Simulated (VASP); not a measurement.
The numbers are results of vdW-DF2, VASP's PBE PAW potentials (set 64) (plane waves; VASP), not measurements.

VASP input:

### POSCAR
```
AgCl
1
    0.0000000000     2.8830529415     2.8830529415
    2.8830529415     0.0000000000     2.8830529415
    2.8830529415     2.8830529415     0.0000000000
Ag Cl
1 1
Direct
  0.0000000000   0.0000000000   0.0000000000
  0.5000000000   0.5000000000   0.5000000000
```

### KPOINTS
```
k-points along high-symmetry lines
15
Line-mode
Reciprocal
  0.000000   0.000000   0.000000 ! GAMMA
  0.500000   0.000000   0.500000 ! X

  0.500000   0.000000   0.500000 ! X
  0.625000   0.250000   0.625000 ! U

  0.375000   0.375000   0.750000 ! K
  0.000000   0.000000   0.000000 ! GAMMA

  0.000000   0.000000   0.000000 ! GAMMA
  0.500000   0.500000   0.500000 ! L

  0.500000   0.500000   0.500000 ! L
  0.500000   0.250000   0.750000 ! W

  0.500000   0.250000   0.750000 ! W
  0.500000   0.000000   0.500000 ! X
```

**INCAR**
```
# general
SYSTEM    =  AgCl
PREC      =  Accurate
ENCUT     =  520   # plane-wave cut-off (eV)
LREAL     =  .False.
LASPH     =  .True.   # aspherical one-centre terms
ICHARG    =  11   # fixed density

# electronic loop
EDIFF     =  1E-7   # SCF stop (eV)
NELM      =  100
ALGO      =  Normal   # blocked Davidson
LMAXMIX   =  4   # l cut-off of mixed one-centre charges

# smearing
ISMEAR    =  0
SIGMA     =  0.05

# functional
GGA       =  ML
LUSE_VDW  =  .True.
AGGAC     =  0.0
ZAB_VDW   =  -1.8867

# output
LWAVE     =  .False.
LCHARG    =  .False.
LORBIT    =  11   # lm-projected
```

POTCAR, in this order: Ag Cl (PBE.64 set). Program: vasp_std. Read from the step before: CHGCAR.

The run wrote:

OSZICAR:
```
       N       E                     dE             d eps       ncg     rms          rms(c)
DAV:   1     0.103772447232E+03    0.10377E+03   -0.86753E+03  2404   0.122E+03
DAV:   2     0.357626331071E+01   -0.10020E+03   -0.93545E+02  2835   0.249E+02
DAV:   3    -0.736653081926E+00   -0.43129E+01   -0.42980E+01  2680   0.541E+01
DAV:   4    -0.771764667348E+00   -0.35112E-01   -0.35107E-01  2735   0.549E+00
DAV:   5    -0.772299078549E+00   -0.53441E-03   -0.53441E-03  2680   0.681E-01
DAV:   6    -0.772310550782E+00   -0.11472E-04   -0.11472E-04  2790   0.989E-02
DAV:   7    -0.772310822370E+00   -0.27159E-06   -0.27161E-06  2720   0.154E-02
DAV:   8    -0.772310828232E+00   -0.58619E-08   -0.58608E-08  1913   0.244E-03
   1 F= -.77231083E+00 E0= -.77231083E+00  d E =-.266695E-13
```

File OUTCAR:
```
 val. band max:        2.2638255650   @ k =   0.5000   0.5000   0.5000

 cond. band min:       3.2063315464   @ k =   0.0000   0.0000   0.0000



 k-point     1 :       0.0000    0.0000    0.0000
  band No.  band energies     occupation
      1     -12.1101      2.00000
      2       0.2091      2.00000
      3       0.2091      2.00000
      4       0.2091      2.00000
      5       0.2600      2.00000
      6       0.2600      2.00000
      7       0.4750      2.00000
      8       0.4750      2.00000
      9       0.4750      2.00000
     10       3.2063      0.00000
     11      13.3324      0.00000
     12      13.3324      0.00000
     13      13.3324      0.00000

 k-point     2 :       0.0357    0.0000    0.0357
  band No.  band energies     occupation
      1     -12.1055      2.00000
      2       0.0533      2.00000
      3       0.1762      2.00000
      4       0.1762      2.00000
      5       0.2062      2.00000
      6       0.2617      2.00000
      7       0.5075      2.00000
      8       0.5075      2.00000
      9       0.6385      2.00000
     10       3.2897      0.00000
     11      13.2020      0.00000
     12      13.2284      0.00000
     13      13.2284      0.00000

 k-point     3 :       0.0714    0.0000    0.0714
  band No.  band energies     occupation
      1     -12.0916      2.00000
      2      -0.2479      2.00000
      3       0.1066      2.00000
      4       0.1066      2.00000
      5       0.1977      2.00000
      6       0.2667      2.00000
      7       0.5756      2.00000
      8       0.5756      2.00000
      9       0.8214      2.00000
     10       3.5266      0.00000
     11      12.9101      0.00000
     12      13.0064      0.00000
     13      13.0064      0.00000

 k-point     4 :       0.1071    0.0000    0.1071
  band No.  band energies     occupation
      1     -12.0695      2.00000
      2      -0.5468      2.00000
      3       0.0307      2.00000
      4       0.0307      2.00000
...
```

The density is held fixed in this step, so its total energy and stress have no physical meaning.

The compound is AgCl in the rock salt structure. It was relaxed first, which changed the volume by +12 %.
